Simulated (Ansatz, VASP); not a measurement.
# Ni: VASP beside Ansatz

Aim: how closely do two programs agree when they are given the same cell, functional and k mesh?

Main program and level: Ansatz 0.2.0; plane waves, with VASP 6.6.1 beside it; relaxation of cell and atoms at PBEsol.

### 1. The starting structure

It takes space group Fm-3m (No. 225, cubic). The conventional cell has a = 3.457 Å, b = 3.457 Å, c = 3.457 Å, α = 90.00°, β = 90.00°, γ = 90.00°. Nearest to Ni lie 12 Ni at 2.44 Å.

Structure file:

```
Ni
1.0
     0.00000    1.72858    1.72858
     1.72858    0.00000    1.72858
     1.72858    1.72858    0.00000
Ni
1
Direct
  0.00000 0.00000 0.00000
```

### 2. VASP: relaxation of cell and atoms, PBEsol

The relaxed volume is the usual yardstick between codes: its relative difference is about their pressure difference at one cell divided by the bulk modulus.

Lines of VASP's logs that name or quote its potential files are left out, and so is its time.

The input, INCAR:

```
SYSTEM = Ni
PREC = Accurate
ENCUT = 360
EDIFF = 1E-06
NELM = 120
ISMEAR = 1
SIGMA = 0.15
LREAL = .FALSE.
ALGO = Normal
GGA = PS
NBANDS = 12
ISPIN = 2
MAGMOM = 1
LASPH = .TRUE.
LMAXMIX = 4
LORBIT = 11
LWAVE = .FALSE.
LCHARG = .FALSE.
KPAR = 8
IBRION = 2
NSW = 30
ISIF = 3
EDIFFG = -0.02
POTIM = 0.4
```

The input, POSCAR:

```
Ni
1.0
    0.0000000000      1.7285774867      1.7285774867
    1.7285774867      0.0000000000      1.7285774867
    1.7285774867      1.7285774867      0.0000000000
Ni
1
Direct
    0.0000000000      0.0000000000      0.0000000000
```

The input, KPOINTS:

```
Automatic mesh
0
Gamma
16 16 16
0 0 0
```

The projector-augmented-wave data sets are Ni (PBE family, release 64).

Run with:

```bash
$ mpirun -np 8 vasp_std
```

Numbers of over 12 decimals in the logs are rounded to 6 here.

Log:

```text
[banner, memory and clock lines left out]
running    8 mpi-ranks, on    1 nodes
 distrk:  each k-point on    1 cores,    8 groups
 distr:  one band on    1 cores,    1 groups

 POSCAR found type information on POSCAR Ni
 POSCAR found :  1 types and       1 ions
|                                                                             |
|           W    W    AA    RRRRR   N    N  II  N    N   GGGG   !!!           |
|           W    W   A  A   R    R  NN   N  II  NN   N  G    G  !!!           |
|           W    W  A    A  R    R  N N  N  II  N N  N  G       !!!           |
|           W WW W  AAAAAA  RRRRR   N  N N  II  N  N N  G  GGG   !            |
|           WW  WW  A    A  R   R   N   NN  II  N   NN  G    G                |
|           W    W  A    A  R    R  N    N  II  N    N   GGGG   !!!           |
|                                                                             |
|     For optimal performance we recommend to set                             |
|       NCORE = 2 up to number-of-cores-per-socket                            |
|     NCORE specifies how many cores store one orbital (NPAR=cpu/NCORE).      |
|     This setting can greatly improve the performance of VASP for DFT.       |
|     The default, NCORE=1 might be grossly inefficient on modern             |
|     multi-core architectures or massively parallel machines. Do your        |
|     Unfortunately you need to use the default for GW and RPA                |
|     calculations (for HF NCORE is supported but not extensively tested      |
|     yet).                                                                   |
|                                                                             |

|                                                                             |
|               ----> ADVICE to this user running VASP <----                  |
|                                                                             |
|     You enforced a specific xc type in the INCAR file but a different       |
|     [... a line on the potential file left out ...]
|     I HOPE YOU KNOW WHAT YOU ARE DOING!                                     |
|                                                                             |

 LDA part: xc-table for (Slater+PW92), standard interpolation
 POSCAR, INCAR and KPOINTS ok, starting setup
 FFT: planning ... GRIDC
 FFT: planning ... GRID_SOFT
 FFT: planning ... GRID
 WAVECAR not read
 entering main loop
       N       E                     dE             d eps       ncg     rms          rms(c)
DAV:   1     0.220291201059E+02    0.22029E+02   -0.35650E+03  7464   0.822E+02
DAV:   2    -0.663966192513E+01   -0.28669E+02   -0.26887E+02  7504   0.143E+02
DAV:   3    -0.733355062689E+01   -0.69389E+00   -0.69160E+00  7924   0.250E+01
DAV:   4    -0.733848036571E+01   -0.49297E-02   -0.49291E-02  8092   0.184E+00
DAV:   5    -0.733856852617E+01   -0.88160E-04   -0.88160E-04  8132   0.234E-01    0.111E+01
DAV:   6    -0.648470160088E+01    0.85387E+00   -0.15456E+01  8804   0.528E+01    0.596E+00
DAV:   7    -0.616265530034E+01    0.32205E+00   -0.24637E+00  8772   0.194E+01    0.200E+00
DAV:   8    -0.614470870595E+01    0.17947E-01   -0.20482E-02  9500   0.117E+00    0.100E+00
DAV:   9    -0.614196452878E+01    0.27442E-02   -0.14009E-03 10432   0.260E-01    0.295E-01
DAV:  10    -0.614116134774E+01    0.80318E-03   -0.88979E-04 10168   0.188E-01    0.394E-02
DAV:  11    -0.614116398607E+01   -0.26383E-05   -0.91362E-06  8412   0.264E-02    0.232E-02
DAV:  12    -0.614116484587E+01   -0.85980E-06   -0.21294E-06  5820   0.107E-02
   1 F= -.61411648E+01 E0= -.61413110E+01  d E =-.614116E+01  mag=     0.5823
 curvature:   0.00 expect dE= 0.000E+00 dE for cont linesearch  0.000E+00
 trial: gam= 0.00000 g(F)=  0.704E-64 g(S)=  0.212E-04 ort = 0.000E+00 (trialstep = 0.100E+01)
 search vector abs. value=  0.212E-04
 reached required accuracy - stopping structural energy minimisation
```

OUTCAR, selected parts (step 2):

```text
ion  position               nearest neighbor table
   1  0.000  0.000  0.000-

  LATTYP: Found a face centered cubic cell.
 ALAT       =     3.4571549734

 Subroutine GETGRP returns: Found 48 space group operations
 (whereof 48 operations were pure point group operations)

The static configuration has the point symmetry O_h .

 Found    145 irreducible k-points:

   k-points           NKPTS =    145   k-points in BZ     NKDIM =    145   number of bands    NBANDS=     12

   dimension x,y,z NGX =    16 NGY =   16 NGZ =   16
   dimension x,y,z NGXF=    32 NGYF=   32 NGZF=   32

   ENCUT  =  360.0 eV  26.46 Ry    5.14 a.u.   3.78  3.78  3.78*2*pi/ulx,y,z

   NELECT =      10.0000    total number of electrons

 k-points in reciprocal lattice and weights: Automatic mesh
   0.00000000  0.00000000  0.00000000       0.000
   0.06250000  0.00000000  0.00000000       0.002
   0.12500000  0.00000000  0.00000000       0.002
   0.18750000  0.00000000  0.00000000       0.002
   0.25000000  0.00000000  0.00000000       0.002
   0.31250000  0.00000000  0.00000000       0.002
   0.37500000  0.00000000  0.00000000       0.002
   0.43750000  0.00000000  0.00000000       0.002
   0.50000000  0.00000000  0.00000000       0.001
[...]
-0.31250000  0.50000000  0.18750000       0.003
  -0.25000000  0.50000000  0.25000000       0.001

 average (electrostatic) potential at core
       1 -81.2133

 E-fermi :   9.9534

 spin component 1
 k-point     1 :       0.0000    0.0000    0.0000
  band No.  band energies     occupation
    ...
      2       7.4093      1.00000
      3       7.4093      1.00000
      4       7.4093      1.00000
      5       8.6726      1.00000
      6       8.6726      1.00000
      7      34.0774      0.00000
      8      38.3280      0.00000
      9      38.3280      0.00000
     10      38.3280      0.00000
     11      41.4364      0.00000
    ...

 k-point     2 :       0.0625    0.0000    0.0000
  band No.  band energies     occupation
    ...
      2       7.3658      1.00000
      3       7.4463      1.00000
      4       7.4463      1.00000
      5       8.6566      1.00000
      6       8.6566      1.00000
      7      33.6157      0.00000
      8      36.4697      0.00000
      9      37.9822      0.00000
     10      37.9822      0.00000
     11      41.9522      0.00000
    ...

 k-point     3 :       0.1250    0.0000    0.0000
  band No.  band energies     occupation
    ...
      2       7.2516      1.00000
      3       7.5394      1.00000
      4       7.5394      1.00000
      5       8.6261      1.00000
      6       8.6261      1.00000
      7      31.3336      0.00000
      8      35.2447      0.00000
      9      37.3312      0.00000
     10      37.3312      0.00000
     11      42.4963      0.00000
    ...

 k-point     4 :       0.1875    0.0000    0.0000
  band No.  band energies     occupation
    ...
      2       7.1153      1.00000
      3       7.6318      1.00000
      4       7.6318      1.00000
      5       8.6353      1.00000
      6       8.6353      1.00000
      7      28.1078      0.00000
      8      34.7795      0.00000
      9      36.7172      0.00000
     10      36.7172      0.00000
     11      42.5258      0.00000
    ...

 k-point     5 :       0.2500    0.0000    0.0000
  band No.  band energies     occupation
    ...
      2       7.0490      1.00000
      3       7.6516      1.00000
      4       7.6516      1.00000
      5       8.7476      1.00000
      6       8.7477      1.00000
      7      24.8732      0.00000
      8      34.2372      0.00000
      9      36.2250      0.00000
     10      36.2250      0.00000
     11      41.8982      0.00000
    ...

 k-point     6 :       0.3125    0.0000    0.0000
  band No.  band energies     occupation
    ...
      2       7.2262      1.00000
      3       7.5927      1.00000
      4       7.5927      1.00000
      5       8.9531      1.00000
      6       8.9531      1.00000
      7      21.8251      0.00000
      8      33.6138      0.00000
      9      35.8660      0.00000
     10      35.8660      0.00000
     11      40.4914      0.00000
    ...

  Total        0.0135257      0.0135257      0.0135257      0.0000000      0.0000000     -0.0000000
  in kB        2.0978453      2.0978453      2.0978453      0.0000000      0.0000000     -0.0000000
  external PRESSURE =       2.0978453 kB  Pullay stress =       0.0000000 kB

  energy-cutoff  :      360.00
  volume of cell :       10.33
      direct lattice vectors                 reciprocal lattice vectors
     0.000000000  1.728577487  1.728577487    -0.289255185  0.289255185  0.289255185
     1.728577487  0.000000000  1.728577487     0.289255185 -0.289255185  0.289255185
     1.728577487  1.728577487  0.000000000     0.289255185  0.289255185 -0.289255185

 POSITION                                       TOTAL-FORCE (eV/Angst)
 -----------------------------------------------------------------------------------
      0.00000      0.00000      0.00000        -0.000000     -0.000000     -0.000000
 -----------------------------------------------------------------------------------
    total drift:                                0.000000      0.000000      0.000000

  FREE ENERGIE OF THE ION-ELECTRON SYSTEM (eV)
  ---------------------------------------------------
  free  energy   TOTEN  =        -6.1411648459 eV

  energy  without entropy=       -6.1416032571  energy(sigma->0) =       -6.14131098

 reached required accuracy - stopping structural energy minimisation

 total charge
# of ion       s       p       d       tot
------------------------------------------
    1        0.523   0.551   8.330   9.404

 magnetization (x)
# of ion       s       p       d       tot
------------------------------------------
    1       -0.007  -0.024   0.618   0.588

[... 6 further parts left out ...]
```

[end of part 1 of 2]

[Lines on the potential files, build, host, timing and source positions are cut from VASP's logs without a mark.]

[Logs are printed without paths, hosts, clocks, repeated set-up lines and the standing remarks that a program may print on its own settings, such as how far it seeks lower states.]

[Hosts, paths, dates, database ids (printed as entryN), source tags and the programs' standing remarks are cut or masked in the printed files.]
